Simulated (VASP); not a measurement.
Runs of VASP 6.6.1 on S2SiH2. The cell holds a molecule in a box, 5 atoms: a = 13.000 Å, b = 12.000 Å, c = 11.000 Å, α = 90.00°, β = 90.00°, γ = 90.00°. 

```tsv
task	level	potentials or basis	cutoff (eV)	grid for exact exchange (PRECFOCK)	exchange at q = 0	screening parameter	gap on the mesh (eV)	largest force (eV/Å)
single point	B3LYP+D4	VASP PAW PBE potentials, release 64 (S, Si, H)	520	Normal	truncated	-	4.57	(a)
atomic charges	PBE+TS	VASP PAW PBE potentials, release 64 (S, Si, H)	520	-	-	-	3.14	0.32
single point	HSE06+D4	VASP PAW PBE potentials, release 64 (S, Si, H)	520	Fast	-	0.2 1/A	(b)	0.13
single point	LDA	VASP PAW LDA potentials, release 64 (S, Si, H)	520	-	-	-	3.09	0.35
single point	PBE0+D3(BJ)	VASP PAW PBE potentials, release 64 (S, Si, H_s)	400	Fast	default	-	4.93	(c)
```

Alike in all rows: no spin polarisation; cell as given; k mesh 1 × 1 × 1; smearing gaussian 0.01 eV.

Q: Fill in the values left out.

A: (a) 0.26; (b) 4.17; (c) 0.12.

Caveats: the PAW data sets were made with another functional, which shifts forces and pressure a little (some runs).

A k mesh can miss the band edges.

Not every run made on this cell is shown here.
